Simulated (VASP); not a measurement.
All values below come from PBE GGA, VASP's PBE PAW potentials (set 64) (plane waves; VASP).

The input files of a VASP run:

### INCAR
```
SYSTEM = Li2S
PREC = Accurate
ENCUT = 520
EDIFF = 1E-6
NELM = 100
ALGO = Normal
LREAL = .FALSE.
LASPH = .TRUE.
ISMEAR = 0
SIGMA = 0.05
GGA = PE
LWAVE = .FALSE.
LCHARG = .TRUE.
```

KPOINTS:
```
Regular mesh
0
Gamma
6 6 6
0 0 0
```

**POSCAR**
```
Li2S
1
   -0.0000000000     2.8548365998     2.8548365998
    2.8548365998     0.0000000000     2.8548365998
    2.8548365998     2.8548365998    -0.0000000000
Li S
2 1
Direct
  0.2500000000   0.2500000000   0.2500000000
  0.7500000000   0.7500000000   0.7500000000
  0.0000000000   0.0000000000   1.0000000000
```

POTCAR, in this order: Li_sv S (PBE.64 set). Program: vasp_std.

Task: What will the output report for the number of irreducible k-points (NKPTS), largest plane-wave count, number of space-group operations, FFT grid (NGX, NGY, NGZ)?

Result: 
```json
{
  "number of irreducible k-points (NKPTS)": "16",
  "largest_plane_wave_count": "1272",
  "number_of_space_group_operations": "48",
  "FFT grid (NGX, NGY, NGZ)": "30 × 30 × 30"
}
```

The compound is Li2S in the antifluorite structure. It was relaxed first.
